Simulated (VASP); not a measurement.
Data:

```xyz
2
Lattice="1.3599 -2.3553 0.0000 1.3599 2.3553 0.0000 0.0000 0.0000 4.2871" Properties=species:S:1:pos:R:3 pbc="T T T"
Os     1.3599     0.7851     1.0718
Os     1.3599    -0.7851     3.2154
```

These are LDA (Ceperley-Alder, Perdew-Zunger) with spin-orbit coupling, VASP's LDA PAW potentials (set 64) (plane waves; VASP) values and carry that method's errors. Settings: 400 eV cut-off, 14×14×8 Γ-centred mesh, Gaussian smearing of 0.050 eV, potentials Os.

Q: What does the run give for the energy per atom (σ→0), band gap (over mesh and band path) with the smallest direct gap where there is one?

A: 
```yaml
band gap (over mesh and band path): none (metal, semimetal or under 0.01 eV)
energy per atom (σ→0): -12.978 eV/atom
```

The compound is Os in the hcp structure. It was relaxed first.
